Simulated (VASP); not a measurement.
Calculation: PW91 GGA, VASP's PBE PAW potentials (set 64) (plane waves; VASP).

VASP input:

### INCAR
```
# general
SYSTEM =MnS
PREC   =Accurate
ENCUT  =520
LREAL  =.FALSE.
LASPH  =.TRUE.

# electronic loop
EDIFF  =1E-6
NELM   =100
ALGO   =Normal
LMAXMIX=4

# smearing
ISMEAR =0
SIGMA  =0.05

# functional
GGA    =91

# spin
ISPIN  =2
MAGMOM =5.0 -5.0 2*0.0

# ions
IBRION =2
NSW    =60
ISIF   =3
EDIFFG =-0.02

# output
LWAVE  =.FALSE.
LCHARG =.FALSE.
LORBIT =10
```

### KPOINTS
```
Automatic mesh
0
G
7 7 7
0 0 0
```

File POSCAR:
```
MnS
1
    5.1210678895     2.5553683907     2.5553683907
    2.5553683907     5.1210678895     2.5553683907
    2.5553683907     2.5553683907     5.1210678895
Mn S
2 2
Direct
  0.0000000000   0.0000000000   0.0000000000
  0.5000000000   0.5000000000   0.5000000000
  0.2500000000   0.2500000000   0.2500000000
  0.7500000000   0.7500000000   0.7500000000
```

POTCAR, in this order: Mn_pv S (PBE.64 set). Program: vasp_std.

Output

### OSZICAR
```
       N       E                     dE             d eps       ncg     rms          rms(c)
DAV:   1     0.380856855037E+03    0.38086E+03   -0.21625E+04  4296   0.180E+03
DAV:   2     0.606445652469E+01   -0.37479E+03   -0.37016E+03  4062   0.485E+02
DAV:   3    -0.290564295561E+02   -0.35121E+02   -0.34439E+02  5939   0.135E+02
DAV:   4    -0.301534300996E+02   -0.10970E+01   -0.10733E+01  4693   0.226E+01
DAV:   5    -0.301766720046E+02   -0.23242E-01   -0.23239E-01  5164   0.384E+00    0.169E+01
DAV:   6    -0.278370252704E+02    0.23396E+01   -0.22169E+01  5448   0.436E+01    0.139E+01
DAV:   7    -0.280114320209E+02   -0.17441E+00   -0.21463E+00  4870   0.158E+01    0.820E+00
DAV:   8    -0.280281166174E+02   -0.16685E-01   -0.25811E-01  5498   0.455E+00    0.384E+00
DAV:   9    -0.280189362966E+02    0.91803E-02   -0.56465E-02  5504   0.230E+00    0.373E-01
DAV:  10    -0.280218052581E+02   -0.28690E-02   -0.54942E-03  4819   0.639E-01    0.226E-01
DAV:  11    -0.280221209683E+02   -0.31571E-03   -0.51148E-04  4832   0.160E-01    0.136E-01
DAV:  12    -0.280221812747E+02   -0.60306E-04   -0.85960E-05  4868   0.570E-02    0.931E-02
DAV:  13    -0.280222086938E+02   -0.27419E-04   -0.33796E-05  4447   0.432E-02    0.236E-02
DAV:  14    -0.280222092721E+02   -0.57821E-06   -0.10235E-05  4868   0.203E-02    0.841E-03
DAV:  15    -0.280222105748E+02   -0.13028E-05   -0.88886E-07  2542   0.132E-02    0.285E-03
DAV:  16    -0.280222105954E+02   -0.20625E-07   -0.15094E-07  2584   0.298E-03
   1 F= -.28022211E+02 E0= -.28022211E+02  d E =-.280222E+02  mag=    -0.0000
```

OUTCAR:
```
------------------------ aborting loop because EDIFF is reached ----------------------------------------
  FORCE on cell =-STRESS in cart. coord.  units (eV):
  Direction    XX          YY          ZZ          XY          YZ          ZX
  --------------------------------------------------------------------------------------
  Total       -0.0559084     -0.0559084     -0.0559084     -0.0576116     -0.0576116     -0.0576116
  in kB       -1.3299147     -1.3299147     -1.3299147     -1.3704301     -1.3704301     -1.3704301
  external PRESSURE =      -1.3299147 kB  Pullay stress =       0.0000000 kB
  volume of cell :       67.35
      direct lattice vectors                 reciprocal lattice vectors
     5.121067889  2.555368391  2.555368391     0.292416328 -0.097340929 -0.097340929
     2.555368391  5.121067889  2.555368391    -0.097340929  0.292416328 -0.097340929
     2.555368391  2.555368391  5.121067889    -0.097340929 -0.097340929  0.292416328
 POSITION                                       TOTAL-FORCE (eV/Angst)
 -----------------------------------------------------------------------------------
      0.00000      0.00000      0.00000        -0.000000      0.000000     -0.000000
      5.11590      5.11590      5.11590        -0.000000     -0.000000      0.000000
      2.55795      2.55795      2.55795         0.000000     -0.000000      0.000000
      7.67385      7.67385      7.67385         0.000000      0.000000      0.000000
 -----------------------------------------------------------------------------------
    total drift:                                0.000000     -0.000000     -0.000000
  FREE ENERGIE OF THE ION-ELECTRON SYSTEM (eV)
  ---------------------------------------------------
  free  energy   TOTEN  =       -28.0222105954 eV

  energy  without entropy=      -28.0222105954  energy(sigma->0) =      -28.02221060

 total charge

# of ion       s       p       d       tot
------------------------------------------
    1        0.218   6.173   4.983  11.373
    2        0.218   6.173   4.983  11.373
    3        1.328   2.418   0.000   3.746
    4        1.328   2.418   0.000   3.746
--------------------------------------------------
tot          3.092  17.181   9.965  30.238

 magnetization (x)

# of ion       s       p       d       tot
------------------------------------------
    1        0.012   0.012   4.072   4.097
    2       -0.012  -0.012  -4.072  -4.097
    3        0.000   0.000   0.000   0.000
    4        0.000   0.000   0.000   0.000
--------------------------------------------------
tot          0.000   0.000   0.000   0.000

 reached required accuracy - stopping structural energy minimisation
```
(Selected blocks of OUTCAR.)

**OUTCAR**
```
 val. band max:        6.7656454033   @ k =   0.4286   0.4286   0.4286

 cond. band min:       7.3528325750   @ k =   0.4286   0.0000   0.0000


 Fermi energy:         7.1258542577

 spin component 1

 k-point     1 :       0.0000    0.0000    0.0000
  band No.  band energies     occupation
      1     -43.2038      1.00000
      2     -43.2038      1.00000
      3     -43.2002      1.00000
      4     -38.9890      1.00000
      5     -38.9890      1.00000
      6     -38.9640      1.00000
      7      -7.5997      1.00000
      8      -6.1507      1.00000
      9       0.1294      1.00000
     10       2.6224      1.00000
     11       2.6224      1.00000
     12       4.1694      1.00000
     13       4.1694      1.00000
     14       4.3601      1.00000
     15       5.3107      1.00000
     16       5.3107      1.00000
     17       5.3439      1.00000
     18       5.4843      1.00000
     19       5.4843      1.00000
     20       7.8029      0.00000
     21       7.8029      0.00000
     22       7.9367      0.00000
     23       9.4908      0.00000

 k-point     2 :       0.1429    0.0000    0.0000
  band No.  band energies     occupation
      1     -43.2052      1.00000
      2     -43.2041      1.00000
      3     -43.2000      1.00000
      4     -38.9910      1.00000
      5     -38.9896      1.00000
      6     -38.9637      1.00000
      7      -7.4038      1.00000
      8      -6.1036      1.00000
      9       0.4083      1.00000
     10       2.4281      1.00000
     11       2.6622      1.00000
     12       3.5399      1.00000
     13       3.9553      1.00000
     14       4.2311      1.00000
     15       4.3521      1.00000
     16       4.9758      1.00000
     17       5.0921      1.00000
     18       5.7144      1.00000
     19       6.2298      1.00000
     20       7.7529      0.00000
     21       7.9895      0.00000
     22       8.0051      0.00000
     23       8.7657      0.00000
...
```

The compound is MnS in the rock salt, AFM-II order structure. It was relaxed first, which changed the volume by -5 %. The start is the result of an earlier pass.
